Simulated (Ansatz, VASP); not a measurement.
# Ti5Nb3C8 (random rock-salt alloy of NbC and TiC) in two plane-wave programs, part 2 of 2

Aim: how closely do two programs agree when they are given the same cell, functional and k mesh? The structure shown is the start of the Ansatz relaxation below; VASP solves that cell, so the two are compared at the walk's first step.

VASP 6.6.1 and Ansatz 0.2.0.

So far: Set-up; Ansatz: relaxation, PBE.

## (3) VASP: single point, PBE, start cell

Level of this step: PBE; plane waves and PAW (Ti_sv, C, Nb_sv) (VASP).

The same cell, functional, mesh and smearing now go to VASP, with its own data sets.

Lines of VASP's logs that name or quote its potential files are left out, and so is its time.

File INCAR:

```
SYSTEM = Ti5Nb3C8
PREC = Accurate
ENCUT = 520
EDIFF = 1E-06
NELM = 120
ISMEAR = -1
SIGMA = 0.05
LREAL = Auto
ALGO = Normal
GGA = PE
NBANDS = 312
LASPH = .TRUE.
LORBIT = 11
LWAVE = .FALSE.
LCHARG = .FALSE.
ISIF = 2
GGA_COMPAT = .FALSE.
KPAR = 8
```

File POSCAR:

```
Ti5Nb3C8
1.0
    8.7624000000      0.0000000000      0.0000000000
    0.0000000000      8.7624000000      0.0000000000
    0.0000000000      0.0000000000      8.7624000000
Ti C Nb
20 32 12
Direct
    0.0020085821      0.9992353693      0.0013580754
    0.2484250890      0.0036405551      0.2489614717
    0.2472952616      0.2541312882      0.9980256551
    0.9990527709      0.9999315256      0.4998516388
    0.9994293801      0.2538345659      0.7514265498
    0.2518944581      0.9970670136      0.7504450835
    0.2523053045      0.5018259837      0.2489957089
    0.0039715147      0.7531954716      0.7472838492
    0.2482995526      0.5004907331      0.7482881402
    0.5032068840      0.9971697252      0.9997032776
    0.5009244043      0.2453551538      0.2495891537
    0.4996918652      0.0013694878      0.4972039624
    0.7494179677      0.2469757144      0.5007418059
    0.5025906144      0.5002738976      0.0027846252
    0.5001483612      0.7480713047      0.2502054232
    0.7519629325      0.4991783073      0.2509700539
    0.7515634986      0.7489957089      0.0025335525
    0.4966675797      0.7487560486      0.7508787547
    0.7509928787      0.4988245230      0.7509358167
    0.7499657628      0.7580115037      0.4997375148
    0.2523167169      0.0028645120      0.9989957089
    0.2524879029      0.2511640646      0.2530356980
    0.0026933260      0.0027846252      0.2467360540
    0.0001940108      0.2535036063      0.9986190998
    0.2524536657      0.0022025929      0.4976946955
    0.2512439514      0.2520542317      0.7519058705
    0.9995549165      0.0044736602      0.7491897197
    0.9995206793      0.2439742536      0.4999201132
    0.2513352506      0.4989957089      0.9966333425
    0.2491668949      0.7492125445      0.2514379622
    0.0018944581      0.5039030403      0.2517004474
    0.0020199945      0.7494636173      0.9992810189
    0.2456747010      0.4990755957      0.4989842965
    0.2486076874      0.7502168356      0.7482881402
    0.0046562586      0.5014493746      0.7443851000
    0.9963137953      0.7515749110      0.5004108463
    0.7508102803      0.9970213640      0.9974093856
    0.7470784260      0.2481169543      0.2500798868
    0.4975006847      0.0029558112      0.2477974071
    0.4992239569      0.2451040811      0.0016091482
    0.7489044098      0.0027161508      0.5002853100
    0.7444878116      0.2514721994      0.7506733315
    0.5009244043      0.9972724368      0.7515520862
    0.4998059892      0.2528759244      0.4983109650
    0.7479571807      0.5016890350      0.0003651967
    0.7503994339      0.7516547978      0.2529786360
    0.5039601023      0.4954350406      0.2480028303
    0.4974436228      0.7463708573      0.0022254177
    0.7493380809      0.5003766091      0.5042454122
    0.7534807815      0.7498174016      0.7515749110
    0.5006847439      0.5003766091      0.7489957089
    0.5002168356      0.7492353693      0.5038231535
    0.9994750297      0.2515292614      0.2509129919
    0.2513238382      0.2507646307      0.4970556012
    0.0031155848      0.5002510728      0.9963137953
    0.9951953803      0.7529329864      0.2490413585
    0.2508901671      0.7517346846      0.9992011321
    0.0041997626      0.4986989866      0.5000456496
    0.2500912992      0.7505249703      0.5008331051
    0.7471240756      0.0010727655      0.2490641833
    0.7515863234      0.2495549165      0.9990755957
    0.4985506254      0.2502510728      0.7497831644
    0.7516091482      0.0006961563      0.7479457683
    0.4988131106      0.5000570620      0.4994293801
```

File KPOINTS:

```
Automatic mesh
0
Gamma
2 2 2
0 0 0
```

Potentials, in the order of the species: Ti_sv, C and Nb_sv (PBE family, release 64).

Run with:

```sh
$ mpirun -np 8 vasp_std
```

Numbers of over 12 decimals in the logs are rounded to 6 here.

What it wrote:

```text
[banner, memory and clock lines left out]
running    8 mpi-ranks, on    1 nodes
[...]
|                                                                             |
|           W    W    AA    RRRRR   N    N  II  N    N   GGGG   !!!           |
|           W    W   A  A   R    R  NN   N  II  NN   N  G    G  !!!           |
|           W    W  A    A  R    R  N N  N  II  N N  N  G       !!!           |
|           W WW W  AAAAAA  RRRRR   N  N N  II  N  N N  G  GGG   !            |
|           WW  WW  A    A  R   R   N   NN  II  N   NN  G    G                |
|           W    W  A    A  R    R  N    N  II  N    N   GGGG   !!!           |
|                                                                             |
|     For optimal performance we recommend to set                             |
|       NCORE = 2 up to number-of-cores-per-socket                            |
|     NCORE specifies how many cores store one orbital (NPAR=cpu/NCORE).      |
|     This setting can greatly improve the performance of VASP for DFT.       |
|     The default, NCORE=1 might be grossly inefficient on modern             |
|     multi-core architectures or massively parallel machines. Do your        |
|     Unfortunately you need to use the default for GW and RPA                |
|     calculations (for HF NCORE is supported but not extensively tested      |
|     yet).                                                                   |
|                                                                             |

 LDA part: xc-table for (Slater+PW92), standard interpolation
 POSCAR, INCAR and KPOINTS ok, starting setup
[...]
entering main loop
       N       E                     dE             d eps       ncg     rms          rms(c)
DAV:   1     0.848688359994E+04    0.84869E+04   -0.24644E+05  4992   0.199E+03
DAV:   2     0.979469013636E+03   -0.75074E+04   -0.72714E+04  4992   0.697E+02
DAV:   3    -0.571400454968E+03   -0.15509E+04   -0.14737E+04  7216   0.272E+02
DAV:   4    -0.762050055127E+03   -0.19065E+03   -0.18729E+03  7376   0.940E+01
[...]
DAV:  19    -0.620906948001E+03    0.55538E-05   -0.39266E-05  7512   0.213E-02    0.209E-02
DAV:  20    -0.620906944850E+03    0.31513E-05   -0.15144E-05  6448   0.133E-02    0.107E-02
DAV:  21    -0.620906944260E+03    0.58924E-06   -0.86885E-06  5608   0.984E-03
   1 F= -.62090694E+03 E0= -.62073140E+03  d E =-.351084E+00
```

OUTCAR, selected parts (step 3):

```text
  Total       14.2136170     15.6365201     13.2863574     -0.4012063     -0.0093523      0.3393104
  in kB       33.8490098     37.2375815     31.6407880     -0.9554525     -0.0222720      0.8080505
  external PRESSURE =      34.2424598 kB  Pullay stress =       0.0000000 kB

 POSITION                                       TOTAL-FORCE (eV/Angst)
 -----------------------------------------------------------------------------------
      0.01760      8.75570      0.01190         0.038391      0.263468     -0.580167
      2.17680      0.03190      2.18150         0.476780     -0.431697     -0.116069
      2.16690      2.22680      8.74510         0.484971     -0.576421      0.107204
      8.75410      8.76180      4.37990         0.375060      0.219945      0.177940
      8.75740      2.22420      6.58430         0.307306     -0.659501     -0.357731
      2.20720      8.73670      6.57570        -0.231476      0.662856      0.018404
      2.21080      4.39720      2.18180         0.081111     -0.169910     -0.244792
      0.03480      6.59980      6.54800        -0.719416     -0.059077      0.256147
      2.17570      4.38550      6.55680         0.387481     -0.057464      0.335035
      4.40930      8.73760      8.75980        -0.609885      0.035642      0.100600
      4.38930      2.14990      2.18700        -0.098407      0.583829     -0.270031
      4.37850      0.01200      4.35670        -0.206268     -0.289178      0.280381
      6.56670      2.16410      4.38770         0.054974      0.467020     -0.161551
      4.40390      4.38360      0.02440        -0.300783     -0.104163     -0.171348
[...]
-----------------------------------------------------------------------------------
    total drift:                                0.037926      0.017072      0.016930

  FREE ENERGIE OF THE ION-ELECTRON SYSTEM (eV)
  ---------------------------------------------------
  free  energy   TOTEN  =      -620.9069442605 eV

  energy  without entropy=     -620.5558606852  energy(sigma->0) =     -620.73140247

[... 1 further part left out ...]
```

The k-mesh is coarse for a metal.

The run ends at a pressure of 3.42 GPa, with forces up to 1.2 eV/Å.

## (4) Comparison

Known differences besides the potentials themselves: the cutoff is 420 eV in Ansatz and 520 eV in VASP (PREC = Accurate, projectors in real space). Total energies have different zeros and are not compared.

Forces on 9 of the 64 atoms, those with the largest forces and the largest differences (eV/Å; atoms numbered as in POSCAR):

```tsv
atom	Ansatz x, y, z	VASP x, y, z
Ti20	-0.306, -0.935, 0.419	-0.308, -0.924, 0.419
C24	0.347, -0.795, -0.201	0.325, -0.776, -0.178
C32	-0.609, 0.682, -0.351	-0.589, 0.665, -0.334
C36	-0.043, 0.367, 0.220	-0.022, 0.347, 0.202
C42	1.073, 0.376, -0.535	1.046, 0.358, -0.519
C44	0.571, -0.851, -0.152	0.552, -0.830, -0.133
C48	0.878, 0.308, -0.102	0.860, 0.310, -0.106
Nb54	-0.360, -0.637, 0.593	-0.358, -0.634, 0.589
Nb58	-1.201, 0.150, 0.177	-1.194, 0.151, 0.177
```

The forces differ by 10 meV/Å r.m.s., which is 2.7 % of the r.m.s. force of 0.375 eV/Å (both taken over all components).

## (5) Outcome

```
r.m.s. force difference (single point, PBE, start cell) : 2.7 % of the r.m.s. force
```

The r.m.s. force difference is 2.7 % of the r.m.s. force (single point, PBE, start cell), within the 3 % picked in this series as the mark of a large difference. VASP runs on this material, other cells of it included, that failed, so that no pair exists: single point, PBE (timeout). Such differences can come from data sets, numerical settings and the points named under the comparisons, not from the functional's error against experiment.

[Lines on the potential files, build, host, timing and source positions are cut from VASP's logs without a mark.]

[Logs are printed without paths, hosts, clocks, repeated set-up lines and the standing remarks that a program may print on its own settings, such as how far it seeks lower states.]

[Hosts, paths, dates, database ids (printed as entryN), source tags and the programs' standing remarks are cut or masked in the printed files.]
